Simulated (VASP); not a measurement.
Calculation: PBE GGA with D4 dispersion, VASP's PBE PAW potentials (set 64) (plane waves; VASP).

The input files of a VASP run:

File POSCAR:
```
Ni3Fe
3.5101390
  1.0000001210   0.0000000000   0.0000000000
  0.0000000000   1.0000001210   0.0000000000
  0.0000000000   0.0000000000   1.0000001210
Fe Ni
1 3
Cartesian
  0.0000000000   0.0000000000   0.0000000000
  0.0000000000   0.5000000605   0.5000000605
  0.5000000605   0.0000000000   0.5000000605
  0.5000000605   0.5000000605   0.0000000000
```

File KPOINTS:
```
Regular mesh
0
G
  10 10 10
0 0 0
```

### INCAR
```
SYSTEM = Ni3Fe
PREC = Accurate
ENCUT = 520
EDIFF = 1E-7
NELM = 100
ALGO = Normal
LREAL = .FALSE.
LASPH = .TRUE.
ISMEAR = -5
GGA = PE
IVDW = 13
LMAXMIX = 4
ISPIN = 2
MAGMOM = 2.9 0.6 0.6 0.6
LORBIT = 11
LWAVE = .FALSE.
LCHARG = .TRUE.
NEDOS = 601
ISIF = 2
LEFG = .TRUE.
```

POTCAR, in this order: Fe Ni (PBE.64 set). Program: vasp_std.

**Question.** Estimate the energy per atom (σ→0), cell moment, dispersion energy, band gap (on the k-mesh).

**Answer.** 
The energy per atom (σ→0) is -6.679 eV/atom and the cell moment is 4.66 μB. The dispersion energy comes out as -167.7 kJ/mol. The band gap (on the k-mesh) is none (metal, semimetal or under 0.01 eV).

File OSZICAR:
```
...
DAV:  16    -0.249771672151E+02   -0.17829E-05   -0.18927E-05  6948   0.500E-02    0.234E-02
DAV:  17    -0.249771793598E+02   -0.12145E-04   -0.36072E-06  7114   0.497E-02    0.313E-03
DAV:  18    -0.249771785006E+02    0.85916E-06   -0.81203E-07  5338   0.991E-03    0.246E-03
DAV:  19    -0.249771795494E+02   -0.10488E-05   -0.50292E-08  3024   0.525E-03    0.439E-04
DAV:  20    -0.249771797613E+02   -0.21191E-06   -0.28446E-08  3029   0.170E-03    0.201E-04
DAV:  21    -0.249771798928E+02   -0.13153E-06   -0.49404E-09  3018   0.936E-04    0.285E-04
DAV:  22    -0.249771798107E+02    0.82131E-07   -0.18224E-09  2995   0.843E-04
   1 F= -.26714922E+02 E0= -.26714922E+02  d E =0.000000E+00  mag=     4.6621
```

The compound is Ni3Fe in the L1_2 structure. It was relaxed first.
